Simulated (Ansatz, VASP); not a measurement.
# MgS (Niningerite): VASP beside Ansatz, part 3 of 3

Aim: how closely do two programs agree when they are given the same cell, functional and k mesh? The cell is taken from a series of VASP runs on this material, whose earlier steps may have relaxed, scaled or displaced it; both programs get it as it stands.

VASP 6.6.1 and Ansatz 0.2.0.

So far. Step 2 (Ansatz: elastic constants, PBEsol): The run ends at a pressure of 0.20 GPa.

## Step 5: VASP: zone-centre phonons, PBEsol

Level of this step: PBEsol; plane waves and PAW (S, Mg) (VASP).

Second derivatives magnify differences that forces hide, and they need a tight electronic threshold. The cell compared in this pair holds 33.66 Å³, against 34.70 Å³ for the pair before.

INCAR reads:

```
SYSTEM = MgS
PREC = Accurate
ENCUT = 500
EDIFF = 1E-08
NELM = 100
ISMEAR = 0
SIGMA = 0.03
LREAL = .FALSE.
ALGO = Normal
GGA = PS
NBANDS = 10
LORBIT = 11
LWAVE = .FALSE.
LCHARG = .FALSE.
KPAR = 4
IBRION = 8
LEPSILON = .TRUE.
LPEAD = .TRUE.
ISIF = 2
```

POSCAR reads:

```
MgS
1.0
    0.0000000000      2.5626345353      2.5626345353
    2.5626345353      0.0000000000      2.5626345353
    2.5626345353      2.5626345353      0.0000000000
S Mg
1 1
Direct
    0.5000000000      0.5000000000      0.5000000000
    0.0000000000      0.0000000000      0.0000000000
```

KPOINTS reads:

```
Automatic mesh
0
Gamma
14 14 14
0 0 0
```

Potentials, in the order of the species: S and Mg (PBE family, release 64).

Started as:

```sh
mpirun -np 4 vasp_std
```

Numbers of over 12 decimals in the logs are rounded to 6 here.

The log of the run:

```text
[banner, memory and clock lines left out]
running    4 mpi-ranks, on    1 nodes
[...]
[... a notice as in an earlier step ...]

 LDA part: xc-table for (Slater+PW92), standard interpolation
 POSCAR, INCAR and KPOINTS ok, starting setup
[...]
entering main loop
       N       E                     dE             d eps       ncg     rms          rms(c)
DAV:   1     0.203936118002E+02    0.20394E+02   -0.36489E+03  2176   0.636E+02
DAV:   2    -0.824383402041E+01   -0.28637E+02   -0.27358E+02  2648   0.103E+02
DAV:   3    -0.941735226617E+01   -0.11735E+01   -0.11722E+01  2600   0.231E+01
DAV:   4    -0.942350735720E+01   -0.61551E-02   -0.61544E-02  2552   0.195E+00
[...]
DAV:  12    -0.906676216663E+01    0.18669E-06   -0.26092E-07  2494   0.297E-03    0.246E-03
DAV:  13    -0.906676211901E+01    0.47619E-07   -0.26262E-08  1800   0.758E-04    0.143E-04
DAV:  14    -0.906676211374E+01    0.52711E-08   -0.71131E-10  1204   0.214E-04
   1 F= -.90667621E+01 E0= -.90667621E+01  d E =-.108183E-15
[...]
RMM:  13    -0.105977786267E+00   -0.46010E-08   -0.77277E-08  7566   0.224E-05    0.141E-06
 first order change of Fermi-energy   0.11608E-01
 force on displaced ion       1 direction 1 :  -3.577   0.000   0.000
 Born effective charge ion    1 direction 1 :  -2.273   0.000   0.000
 Linear response progress:
  Degree of freedom:   2/  2
       N       E                     dE             d eps       ncg     rms          rms(c)
RMM:   1    -0.207329436233E-02   -0.20733E-02   -0.22719E-03  9159   0.399E-01
RMM:   2    -0.185741553099E-02    0.21588E-03   -0.22473E-04  7613   0.971E-02    0.497E-02
RMM:   3    -0.182050070193E-02    0.36915E-04   -0.34191E-05  7943   0.304E-02    0.283E-02
RMM:   4    -0.182491183753E-02   -0.44111E-05   -0.14748E-05  7909   0.205E-02    0.801E-03
[...]
RMM:   8    -0.182269470778E-02   -0.29817E-07   -0.52433E-10  8368   0.118E-04    0.240E-05
RMM:   9    -0.182273492907E-02   -0.40221E-07   -0.15438E-11  8537   0.281E-05    0.291E-06
RMM:  10    -0.182273699456E-02   -0.20655E-08    0.29436E-11  8820   0.599E-06    0.710E-07
 first order change of Fermi-energy  -0.99907E-02
 force on displaced ion       2 direction 1 :  -3.581   0.000   0.000
 Born effective charge ion    2 direction 1 :   2.273   0.000   0.000
 Born effective charges drift removed
 Linear response finished
```

OUTCAR, selected parts (step 5):

```text
  Total        0.5380665      0.5380665      0.5380665      0.0000000      0.0000000      0.0000000
  in kB       25.6127696     25.6127696     25.6127696      0.0000000      0.0000000      0.0000000
  external PRESSURE =      25.6127696 kB  Pullay stress =       0.0000000 kB

 POSITION                                       TOTAL-FORCE (eV/Angst)
 -----------------------------------------------------------------------------------
      2.56263      2.56263      2.56263        -0.000000     -0.000000     -0.000000
      0.00000      0.00000      0.00000         0.000000      0.000000      0.000000
 -----------------------------------------------------------------------------------
    total drift:                                0.000000      0.000000      0.000000

 MACROSCOPIC STATIC DIELECTRIC TENSOR (including local field effects in DFT)
 ------------------------------------------------------
           5.477208    -0.000000     0.000000
           0.000000     5.477208    -0.000000
           0.000000     0.000000     5.477208
 ------------------------------------------------------

 MACROSCOPIC STATIC DIELECTRIC TENSOR IONIC CONTRIBUTION
 ------------------------------------------------------
           7.761601     0.000000     0.000000
           0.000000     7.761601    -0.000000
           0.000000    -0.000000     7.761601
 ------------------------------------------------------

[... 2 further parts left out ...]
```

## Step 6: Ansatz: zone-centre phonons, PBEsol

The same cell, functional and mesh now go to Ansatz, which takes its cutoff from its data sets.

The cell is taken from a series of VASP runs on this material, whose earlier steps may have relaxed, scaled or displaced it; both programs get it as it stands.

input.yaml reads:

```yaml
crystal:
  lattice:
    - [0.0, 2.5626345353, 2.5626345353]
    - [2.5626345353, 0.0, 2.5626345353]
    - [2.5626345353, 2.5626345353, 0.0]
  atoms:
    - { symbol: S, position: [0.5, 0.5, 0.5] }
    - { symbol: Mg, position: [0.0, 0.0, 0.0] }
hamiltonian:
  xc: pbesol
  pseudopotentials: { kind: paw }
kpoints:
  mp_grid: { grid: [14, 14, 14] }
scf:
  occupations: { method: fixed }
phonons:
  method: dfpt
  qpoints: [[0, 0, 0]]
  dielectric: true
  rigid_motions: translations
```

Started as:

```sh
ansatz run input.yaml --threads 4 --pin off --max-ram 9216MiB --backend cpu --events-out ev --progress --plain --runs-dir out
```

The log of the run:

```text
[...]
Crystal: 2 atoms, lattice volume = 33.658 Å³
Basis set: ecut = 420 eV, 645 PW (Γ), exchange–correlation on 50×50×50 points (8 copies of the dense FFT grid, shifted against one another)
Bands: 12, of which v1, the nominal top of the filled ones, is band 8 counted from 1 (7 counted from 0)
Symmetry: 48 space group operations
k-points: 244 of 2744 (irreducible under 8 space group operations, time reversal used)
[...]
411.79      1             8.6722
  optical modes at Γ + LO–TO along q̂ = [0.0000, 0.0000, 1.0000]:
      ω (cm⁻¹)  modes    IR ((D/Å)²/amu)
        265.15      2            17.3445
        411.79      1             8.6722
--- Phonons (arbitrary-q DFPT): 1 explicit q-point ---
  q = [0, 0, 0] (of the zone-centre solve; hermiticity 2.01e-6, symmetrization 8.13e-14): -0.00 0.00 0.00 265.15 265.15 265.15
  sum rule: each row above includes the acoustic sum rule's correction from the zone centre's row sums; it moved no ω² by more than (0.91 cm⁻¹)²
[key lines of the parts left out:]
SCF converged after 8 iterations
Free energy (F): -2799.908454 eV
Fermi energy:    6.871778 eV
```

Wall time 7 s (4 threads of INTEL XEON PLATINUM 8581C at 2.30GHz (Emerald Rapids), shared host); peak memory 0.67 GiB; 23 s of CPU time.

## Step 7: Differences

What differs besides the data sets and the points named for the pairs above, as far as they apply: the cutoff is 420 eV in Ansatz and 500 eV in VASP. Total energies have different zeros and are not compared.

The two programs side by side:

```
                                     quantity  Ansatz   VASP  difference
                                        ε∞ xx    5.54   5.48     +1.07 %
                                        ε∞ yy    5.54   5.48     +1.07 %
                                        ε∞ zz    5.54   5.48     +1.07 %
 Born charge of S1 (mean of the diagonal) (e)   -2.28  -2.27       -0.01
Born charge of Mg2 (mean of the diagonal) (e)    2.28   2.27       +0.01
                   optical mode 1 to 3 (cm⁻¹)   265.1  265.3     -0.07 %
```

Modes are paired by rising frequency and degeneracy, not by their patterns, so a pair may still set unlike modes beside each other.

## Step 8: Further runs

Further runs change the set-up of one program: Ansatz's method, potentials or start, or VASP's data sets, cutoff or form of LDA. The table gives Ansatz less VASP for each quantity, since a change that brings one quantity closer may part another.

```
                              run  optical mode 1 to 3 (%)
                         as above                   -0.070
Ansatz's all-electron LAPW method                    -0.16
```

## Step 9: Summary of results

| Quantity | Value |
| --- | --- |
| difference in C12 (elastic constants, PBEsol) | -0.60 % |
| r.m.s. difference of the optical zone-centre modes, each program's sorted by frequency (zone-centre phonons, PBEsol) | 0.19 cm⁻¹ |
| difference in ε∞ xx (zone-centre phonons, PBEsol) | +1.1 % |

The difference in C12 is -0.60 % (elastic constants, PBEsol), within the 5 % picked in this series as the mark of a large difference. Among the rows given in per cent, the largest difference of the zone-centre phonons, PBEsol pair is in ε∞ xx, +1.1 %; the dielectric tensor converges slowly with the mesh, which Ansatz refines and VASP takes as typed. Zone-centre phonons, PBEsol, Ansatz's all-electron LAPW method: the difference in optical mode 1 to 3 goes from -0.070 to -0.16 %. Such differences can come from data sets, numerical settings and the points named under the comparisons, not from the functional's error against experiment.

[Lines on the potential files, build, host, timing and source positions are cut from VASP's logs without a mark.]

[Logs are printed without paths, hosts, clocks, repeated set-up lines and the standing remarks that a program may print on its own settings, such as how far it seeks lower states.]

[Hosts, paths, dates, database ids (printed as entryN), source tags and the programs' standing remarks are cut or masked in the printed files.]
